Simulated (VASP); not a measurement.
# MoS2: a GW gap and what it depends on

How far does the GW correction to the gap of MoS2 depend on the settings? The starting structure is a measured crystal structure from the Crystallography Open Database. The atoms were first relaxed with LDA in that cell, in a run that isn't shown, and the relaxed structure is the one below.

Method: GW on LDA orbitals, with plane waves and PAW data sets made for GW, in VASP 6.6.1.

The database entry behind the starting cell differs from later determinations by our own check (about 0.3 % long), so it need not match the best structure at ambient conditions.

## 1. The starting structure

The structure is hexagonal, space group P6_3/mmc (No. 194). The conventional cell has a = 3.169 Å, b = 3.169 Å, c = 12.324 Å, α = 90.00°, β = 90.00°, γ = 120.00°. Nearest to Mo lie 6 S at 2.39 Å. Nearest to S lie 3 Mo at 2.39 Å. Farther neighbours and most contacts between anions are not listed.

## 2. G0W0 (response cutoff 100 eV, 6×6×1 mesh)

It reads the orbitals and their derivatives (WAVECAR and WAVEDER) of a run with the empty bands, which follows a ground-state run; neither is shown.

File INCAR:

```
SYSTEM = MoS2
PREC = Accurate
ENCUT = 370
ISMEAR = 0
SIGMA = 0.01
LREAL = .FALSE.
GGA = CA
NBANDS = 256
LASPH = .TRUE.
ALGO = EVGW0
NELMGW = 1
ENCUTGW = 100
NOMEGA = 40
PRECFOCK = Fast
NBANDSGW = 48
LWAVE = .FALSE.
LCHARG = .FALSE.
```

File POSCAR:

```
MoS2
1.0
    3.1690000000      0.0000000000      0.0000000000
   -1.5845000000      2.7444345046      0.0000000000
    0.0000000000      0.0000000000     12.3240000000
Mo S
2 4
Direct
    0.6666666667      0.3333333333      0.7500000000
    0.3333333333      0.6666666667      0.2500000000
    0.6666666667      0.3333333333      0.3750242501
    0.3333333333      0.6666666667      0.8750242501
    0.6666666667      0.3333333333      0.1249757499
    0.3333333333      0.6666666667      0.6249757499
```

File KPOINTS:

```
Automatic mesh
0
Gamma
6 6 1
0 0 0
```

PAW data sets: Mo_sv_GW and S_GW (LDA family, release 64).

Command:

```bash
$ mpirun -np 16 vasp_std
```

What it wrote:

```text
[banner, memory and clock lines left out]
running   16 mpi-ranks, on    1 nodes
 distrk:  each k-point on   16 cores,    1 groups
 distr:  one band on    1 cores,   16 groups

 POSCAR found type information on POSCAR MoS
 POSCAR found :  2 types and       6 ions
|                                                                             |
|           W    W    AA    RRRRR   N    N  II  N    N   GGGG   !!!           |
|           W    W   A  A   R    R  NN   N  II  NN   N  G    G  !!!           |
|           W    W  A    A  R    R  N N  N  II  N N  N  G       !!!           |
|           W WW W  AAAAAA  RRRRR   N  N N  II  N  N N  G  GGG   !            |
|           WW  WW  A    A  R   R   N   NN  II  N   NN  G    G                |
|           W    W  A    A  R    R  N    N  II  N    N   GGGG   !!!           |
|                                                                             |
|     For optimal performance we recommend to set                             |
|       NCORE = 2 up to number-of-cores-per-socket                            |
|     NCORE specifies how many cores store one orbital (NPAR=cpu/NCORE).      |
|     This setting can greatly improve the performance of VASP for DFT.       |
|     The default, NCORE=1 might be grossly inefficient on modern             |
|     multi-core architectures or massively parallel machines. Do your        |
|     Unfortunately you need to use the default for GW and RPA                |
|     calculations (for HF NCORE is supported but not extensively tested      |
|     yet).                                                                   |
|                                                                             |

|                                                                             |
|           W    W    AA    RRRRR   N    N  II  N    N   GGGG   !!!           |
|           W    W   A  A   R    R  NN   N  II  NN   N  G    G  !!!           |
|           W    W  A    A  R    R  N N  N  II  N N  N  G       !!!           |
|           W WW W  AAAAAA  RRRRR   N  N N  II  N  N N  G  GGG   !            |
|           WW  WW  A    A  R   R   N   NN  II  N   NN  G    G                |
|           W    W  A    A  R    R  N    N  II  N    N   GGGG   !!!           |
|                                                                             |
|     The default for ENCUTGWSOFT is different in this version of VASP.       |
|     please manually set ENCUTGWSOFT =100 in the INCAR file.                 |
|                                                                             |

 LDA part: xc-table for (Slater(with rela. corr.)+CA(PZ))
 , standard interpolation
 found WAVECAR, reading the header
 POSCAR, INCAR and KPOINTS ok, starting setup
 FFT: planning ... GRIDC
 FFT: planning ... GRID_SOFT
 FFT: planning ... GRID
 reading WAVECAR
 the WAVECAR file was read successfully
 initial charge from wavefunction
 available memory per node:     17.75 GB, setting MAXMEM to     18173

 The Fermi energy was updated, please check that it is located mid-gap
 values below the HOMO (VB) or above the LUMO (CB) will cause erroneous energies
 E-fermi :   7.7382

 calculate exact exchange contribution
 the WAVEDER file was read successfully
|                                                                             |
|           W    W    AA    RRRRR   N    N  II  N    N   GGGG   !!!           |
|           W    W   A  A   R    R  NN   N  II  NN   N  G    G  !!!           |
|           W    W  A    A  R    R  N N  N  II  N N  N  G       !!!           |
|           W WW W  AAAAAA  RRRRR   N  N N  II  N  N N  G  GGG   !            |
|           WW  WW  A    A  R   R   N   NN  II  N   NN  G    G                |
|           W    W  A    A  R    R  N    N  II  N    N   GGGG   !!!           |
|                                                                             |
|     Automatic setting of frequency mesh for GW failed. Frequency mesh       |
|     properly not suitable for determining QP energies. Consider             |
|     increasing number of kpoints.                                           |
|                                                                             |

energies w=
    0.000    0.000    1.110    0.000    2.213    0.000    3.304    0.000
    4.377    0.000    5.429    0.000    6.458    0.000    7.463    0.000
    8.447    0.000    9.410    0.000   10.357    0.000   11.290    0.000
   12.215    0.000   13.136    0.000   14.059    0.000   14.990    0.000
   15.935    0.000   16.901    0.000   17.897    0.000   18.932    0.000
   20.016    0.000   21.163    0.000   22.387    0.000   23.707    0.000
   25.148    0.000   26.736    0.000   28.512    0.000   30.522    0.000
   32.833    0.000   35.536    0.000   38.758    0.000   42.683    0.000
   47.589    0.000   53.915    0.000   62.400    0.000   74.375    0.000
   92.526    0.000  123.191    0.000  185.750    0.000  381.904    0.000
 responsefunction array rank=     272
 LDA part: xc-table for (Slater(with rela. corr.)+CA(PZ))
 , standard interpolation

 min. memory requirement per mpi rank    173.9 MB, per node   2782.2 MB

 allocating   3 responsefunctions rank=   272
 shmem allocating  40 responsefunctions rank=   272
 response function shared by NCSHMEM nodes    1
 Doing            3  frequencies on each core in blocks of           40
NQ=   1    0.0000    0.0000    0.0000,
|.........|.........|.........|.........|.........|.........|.........|.........
 performed        602000 updates of chi_q(r,r)
 total number of BLAS operations        313.47 Gflops
NQ=   2    0.1667   -0.0000    0.0000,
|.........|.........|.........|.........|.........|.........|.........|.........
 performed       1769000 updates of chi_q(r,r)
 total number of BLAS operations        940.19 Gflops
NQ=   3    0.3333   -0.0000    0.0000,
|.........|.........|.........|.........|.........|.........|.........|.........
 performed       2936000 updates of chi_q(r,r)
 total number of BLAS operations       1505.57 Gflops
NQ=   4    0.5000   -0.0000    0.0000,
|.........|.........|.........|.........|.........|.........|.........|.........
 performed       3784000 updates of chi_q(r,r)
 total number of BLAS operations       1890.00 Gflops
NQ=   5    0.1667    0.1667    0.0000,
|.........|.........|.........|.........|.........|.........|.........|.........
 performed       4951000 updates of chi_q(r,r)
 total number of BLAS operations       2432.64 Gflops
NQ=   6    0.3333    0.1667    0.0000,
|.........|.........|.........|.........|.........|.........|.........|.........
 performed       6266000 updates of chi_q(r,r)
 total number of BLAS operations       3028.67 Gflops
NQ=   7    0.3333    0.3333    0.0000,
|.........|.........|.........|.........|.........|.........|.........|.........
 performed       6991000 updates of chi_q(r,r)
 total number of BLAS operations       3362.96 Gflops
 resolving degeneracies of screened two electron integrals

 calculate QP shifts <psi_nk| G(iteration)W_0 |psi_nk>: iteration 1
 entering main loop
```

Run time: 85 s. Hardware: 16 MPI ranks of Intel Xeon Platinum 8488C (Sapphire Rapids), shared host; peak memory 3.8 GiB; 22 min of CPU time.

The logs omit lines about the potential files and the build; timing stands in the text.

Parts of OUTCAR (step 2):

```text
ion  position               nearest neighbor table
   1  0.667  0.333  0.750-   4 2.39   6 2.39   4 2.39   6 2.39   4 2.39   6 2.39
   2  0.333  0.667  0.250-   3 2.39   5 2.39   3 2.39   5 2.39   3 2.39   5 2.39
   3  0.667  0.333  0.375-   2 2.39   2 2.39   2 2.39
   4  0.333  0.667  0.875-   1 2.39   1 2.39   1 2.39
   5  0.667  0.333  0.125-   2 2.39   2 2.39   2 2.39
   6  0.333  0.667  0.625-   1 2.39   1 2.39   1 2.39

  LATTYP: Found a hexagonal cell.
 ALAT       =     3.1690000000
 C/A-ratio  =     3.8889239508

 Subroutine GETGRP returns: Found 24 space group operations
 (whereof 12 operations were pure point group operations)

The static configuration has the point symmetry D_3d.
 The point group associated with its full space group is D_6h.

 Found      7 irreducible k-points:

   k-points           NKPTS =      7   k-points in BZ     NKDIM =     36   number of bands    NBANDS=    256

   dimension x,y,z NGX =    20 NGY =   20 NGZ =   80
   dimension x,y,z NGXF=    40 NGYF=   40 NGZF=  160

   ENCUT  =  370.0 eV  27.19 Ry    5.21 a.u.   4.97  4.97 19.33*2*pi/ulx,y,z

   NELECT =      52.0000    total number of electrons

  energy-cutoff  :      370.00
  volume of cell :      107.18
      direct lattice vectors                 reciprocal lattice vectors
     3.169000000  0.000000000  0.000000000     0.315556958  0.182186895  0.000000000
    -1.584500000  2.744434505  0.000000000     0.000000000  0.364373789  0.000000000
     0.000000000  0.000000000 12.324000000     0.000000000  0.000000000  0.081142486

 k-points in reciprocal lattice and weights: Automatic mesh
   0.00000000  0.00000000  0.00000000       0.028
   0.16666667 -0.00000000  0.00000000       0.167
   0.33333333 -0.00000000  0.00000000       0.167
   0.50000000 -0.00000000  0.00000000       0.083
   0.16666667  0.16666667  0.00000000       0.167
   0.33333333  0.16666667  0.00000000       0.333
   0.33333333  0.33333333  0.00000000       0.056

 E-fermi :   7.7382

 QP shifts <psi_nk| G(iteration)W_0 |psi_nk>: iteration 1
 for sc-GW calculations column KS-energies equals QP-energies in previous step
 and V_xc(KS)=  KS-energies - (<T + V_ion + V_H > + <T+V_H+V_ion>^1  + <V_x>^1)
 k-point   1 :       0.0000    0.0000    0.0000
  band No.  KS-energies  QP-energies   sigma(KS)   V_xc(KS)     V^pw_x(r,r')   Z            occupation Imag(sigma)
    ...
     23       5.0009       5.1181     -16.1404     -16.2942     -17.7772       0.7620       2.0000       0.3003
     24       6.1049       5.8781     -14.1921     -13.8958     -16.2102       0.7656       2.0000       0.3084
     25       6.1318       6.2995     -15.1846     -15.4043     -16.2608       0.7633       2.0000       0.2465
     26       7.3258       7.5451     -16.1274     -16.4163     -16.7504       0.7588       2.0000       0.1631
     27       9.3471      10.1875     -14.6532     -15.7511     -10.8581       0.7655       0.0000      -0.3330
     28       9.3471      10.1875     -14.6532     -15.7511     -10.8581       0.7655       0.0000      -0.3330
     29       9.3685      10.2015     -14.5696     -15.6577     -10.7435       0.7656       0.0000      -0.3365
     30       9.3685      10.2015     -14.5696     -15.6577     -10.7435       0.7656       0.0000      -0.3365
    ...

 k-point   2 :       0.1667   -0.0000    0.0000
  band No.  KS-energies  QP-energies   sigma(KS)   V_xc(KS)     V^pw_x(r,r')   Z            occupation Imag(sigma)
    ...
     23       5.1846       5.0036     -14.1891     -13.9531     -16.2099       0.7668       2.0000       0.3281
     24       6.0818       6.2593     -15.5221     -15.7554     -16.6715       0.7609       2.0000       0.2531
     25       6.1557       5.9406     -14.2083     -13.9272     -16.1665       0.7654       2.0000       0.2978
     26       6.5208       6.6902     -15.6723     -15.8951     -16.6574       0.7602       2.0000       0.2187
     27       8.7684       9.5310     -14.3082     -15.3054     -10.6028       0.7647       0.0000      -0.3240
     28       9.0862       9.9860     -14.8718     -16.0420     -10.9268       0.7690       0.0000      -0.3290
     29       9.1599       9.9459     -14.7507     -15.7827     -11.0815       0.7616       0.0000      -0.3410
     30       9.3701      10.1757     -14.9428     -16.0025     -11.1316       0.7602       0.0000      -0.3658
    ...

 k-point   3 :       0.3333   -0.0000    0.0000
  band No.  KS-energies  QP-energies   sigma(KS)   V_xc(KS)     V^pw_x(r,r')   Z            occupation Imag(sigma)
    ...
     23       5.1905       5.1509     -15.2466     -15.1947     -17.2242       0.7616       2.0000       0.3277
     24       5.2828       5.0646     -14.4017     -14.1144     -16.6677       0.7596       2.0000       0.3633
     25       5.4213       5.5222     -14.9565     -15.0882     -16.3283       0.7660       2.0000       0.2941
     26       5.6777       5.8071     -15.3524     -15.5220     -16.6733       0.7630       2.0000       0.2783
     27       8.6440       9.4981     -15.0898     -16.2122     -11.2012       0.7609       0.0000      -0.3364
     28       8.7352       9.6409     -15.8969     -17.0923     -12.0940       0.7577       0.0000      -0.3334
     29       8.8871       9.7953     -15.9884     -17.1888     -12.1347       0.7566       0.0000      -0.3451
     30       9.3794      10.2770     -15.7786     -16.9627     -11.6929       0.7581       0.0000      -0.3924
    ...

 k-point   4 :       0.5000   -0.0000    0.0000
  band No.  KS-energies  QP-energies   sigma(KS)   V_xc(KS)     V^pw_x(r,r')   Z            occupation Imag(sigma)
    ...
     23       5.4756       5.3311     -14.4711     -14.2824     -16.4431       0.7659       2.0000       0.3092
     24       5.6554       5.5343     -14.6679     -14.5098     -16.5913       0.7662       2.0000       0.2992
     25       5.8349       5.7948     -14.2267     -14.1748     -15.5712       0.7728       2.0000       0.2598
     26       5.9647       6.0140     -14.8384     -14.9025     -16.0967       0.7686       2.0000       0.2530
     27       8.7973       9.8352     -17.1387     -18.5184     -13.0643       0.7523       0.0000      -0.3613
     28       8.8432       9.8785     -17.1262     -18.5027     -13.0218       0.7521       0.0000      -0.3667
     29       9.2284      10.2109     -16.4689     -17.7738     -12.1511       0.7529       0.0000      -0.4129
     30       9.4746      10.4797     -16.8824     -18.2184     -12.4813       0.7523       0.0000      -0.4352
    ...

[... 3 further parts left out ...]
```

G0W0 (response cutoff 100 eV, 6×6×1 mesh): the quasiparticle gap on this mesh is 1.364 eV, +0.539 eV from the LDA gap on the same points, with 256 bands.

## 3. G0W0 (response cutoff 160 eV, 6×6×1 mesh)

It reads the orbitals and their derivatives (WAVECAR and WAVEDER) of a run with the empty bands, which follows a ground-state run; neither is shown.

INCAR, as its differences from that of step 2:

```diff
@@ -7,3 +7,3 @@
 GGA = CA
-NBANDS = 256
+NBANDS = 496
 LASPH = .TRUE.
@@ -11,3 +11,3 @@
 NELMGW = 1
-ENCUTGW = 100
+ENCUTGW = 160
 NOMEGA = 40
```

POSCAR is that of step 2.

KPOINTS is that of step 2.

Command:

```bash
$ mpirun -np 16 vasp_std
```

What it wrote:

```text
[banner, memory and clock lines left out]
running   16 mpi-ranks, on    1 nodes
[...]
[... a notice as in an earlier step ...]

|                                                                             |
|           W    W    AA    RRRRR   N    N  II  N    N   GGGG   !!!           |
|           W    W   A  A   R    R  NN   N  II  NN   N  G    G  !!!           |
|           W    W  A    A  R    R  N N  N  II  N N  N  G       !!!           |
|           W WW W  AAAAAA  RRRRR   N  N N  II  N  N N  G  GGG   !            |
|           WW  WW  A    A  R   R   N   NN  II  N   NN  G    G                |
|           W    W  A    A  R    R  N    N  II  N    N   GGGG   !!!           |
|                                                                             |
|     The default for ENCUTGWSOFT is different in this version of VASP.       |
|     please manually set ENCUTGWSOFT =160 in the INCAR file.                 |
|                                                                             |

[...]
total number of BLAS operations       7014.80 Gflops
NQ=   3    0.3333   -0.0000    0.0000,
|.........|.........|.........|.........|.........|.........|.........|.........
 performed       5829000 updates of chi_q(r,r)
 total number of BLAS operations      11412.50 Gflops
NQ=   4    0.5000   -0.0000    0.0000,
|.........|.........|.........|.........|.........|.........|.........|.........
 performed       7518000 updates of chi_q(r,r)
 total number of BLAS operations      14818.21 Gflops
NQ=   5    0.1667    0.1667    0.0000,
|.........|.........|.........|.........|.........|.........|.........|.........
 performed       9826000 updates of chi_q(r,r)
 total number of BLAS operations      19090.65 Gflops
NQ=   6    0.3333    0.1667    0.0000,
|.........|.........|.........|.........|.........|.........|.........|.........
 performed      12420000 updates of chi_q(r,r)
 total number of BLAS operations      24196.01 Gflops
NQ=   7    0.3333    0.3333    0.0000,
|.........|.........|.........|.........|.........|.........|.........|.........
 performed      13871000 updates of chi_q(r,r)
 total number of BLAS operations      26904.46 Gflops
 resolving degeneracies of screened two electron integrals

 calculate QP shifts <psi_nk| G(iteration)W_0 |psi_nk>: iteration 1
 entering main loop
[key lines of the parts left out:]
E-fermi :   7.7382
```

Elapsed: 3 min, on 16 MPI ranks; peak memory 6.5 GiB; 48 min of CPU time.

From OUTCAR (step 3):

```text
 QP shifts <psi_nk| G(iteration)W_0 |psi_nk>: iteration 1
 for sc-GW calculations column KS-energies equals QP-energies in previous step
 and V_xc(KS)=  KS-energies - (<T + V_ion + V_H > + <T+V_H+V_ion>^1  + <V_x>^1)
 k-point   1 :       0.0000    0.0000    0.0000
  band No.  KS-energies  QP-energies   sigma(KS)   V_xc(KS)     V^pw_x(r,r')   Z            occupation Imag(sigma)
    ...
     23       5.0009       4.8661     -16.4715     -16.2942     -17.7772       0.7597       2.0000       0.3017
     24       6.1049       5.6261     -14.5231     -13.8958     -16.2102       0.7632       2.0000       0.3094
     25       6.1318       6.1035     -15.4414     -15.4043     -16.2608       0.7608       2.0000       0.2488
     26       7.3258       7.3053     -16.4435     -16.4163     -16.7504       0.7557       2.0000       0.1657
     27       9.3471       9.9494     -14.9615     -15.7511     -10.8581       0.7627       0.0000      -0.3238
     28       9.3471       9.9494     -14.9615     -15.7511     -10.8581       0.7627       0.0000      -0.3238
     29       9.3685       9.9636     -14.8775     -15.6577     -10.7435       0.7629       0.0000      -0.3275
     30       9.3685       9.9636     -14.8775     -15.6577     -10.7435       0.7629       0.0000      -0.3275
    ...

[... 1 part as in an earlier step ...]

[... 2 further parts left out ...]
[key lines of the parts left out:]
E-fermi :   7.7382
```

G0W0 (response cutoff 160 eV, 6×6×1 mesh): the quasiparticle gap on this mesh is 1.406 eV, +0.581 eV from the LDA gap on the same points, with 496 bands.

[end of part 1 of 2]

[Lines on the potential files, build, host, timing and source positions are cut from VASP's logs without a mark.]

[Logs are printed without paths, hosts, clocks, repeated set-up lines and the standing remarks that a program may print on its own settings, such as how far it seeks lower states.]

[Hosts, paths, dates, database ids (printed as entryN), source tags and the programs' standing remarks are cut or masked in the printed files.]
